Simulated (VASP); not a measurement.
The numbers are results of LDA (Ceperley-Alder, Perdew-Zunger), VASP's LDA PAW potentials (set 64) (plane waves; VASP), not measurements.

Gaps are without spin-orbit coupling.

Order these relaxed crystals by band gap, smallest first: HfO2, Fm-3m (225); BP, F-43m (216); SnS2, P6_3mc (186); Zn3CdO4, P3m1 (156).

Zn3CdO4, P3m1 (156) (0.14 eV), SnS2, P6_3mc (186) (0.87 eV), BP, F-43m (216) (1.15 eV), HfO2, Fm-3m (225) (3.73 eV)
